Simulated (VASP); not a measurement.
```yaml
crystal:
  lattice:
    - [1.58512, -2.74551, 0.00000]
    - [1.58512, 2.74551, 0.00000]
    - [0.00000, 0.00000, 11.97345]
  atoms:
    - { symbol: W, position: [0.33333, 0.66667, 0.25000] }
    - { symbol: W, position: [0.66667, 0.33333, 0.75000] }
    - { symbol: Se, position: [0.33333, 0.66667, 0.89060] }
    - { symbol: Se, position: [0.66667, 0.33333, 0.39060] }
    - { symbol: Se, position: [0.66667, 0.33333, 0.10940] }
    - { symbol: Se, position: [0.33333, 0.66667, 0.60940] }
```

The numbers are results of LDA (Ceperley-Alder, Perdew-Zunger), VASP's LDA PAW potentials (set 64) (plane waves; VASP), not measurements. Settings: 500 eV cut-off, 8×8×2 Γ-centred mesh, Gaussian smearing of 0.050 eV, potentials W_sv Se.

Problem. Predict the energy per atom (σ→0), pressure.

Solution. 
```
Item                            Value
---------------------  --------------
energy per atom (σ→0)  -8.024 eV/atom
pressure                    99.9 kbar
```

The compound is WSe2 in the 2H layered structure. It was relaxed first under an external pressure of 10 GPa.
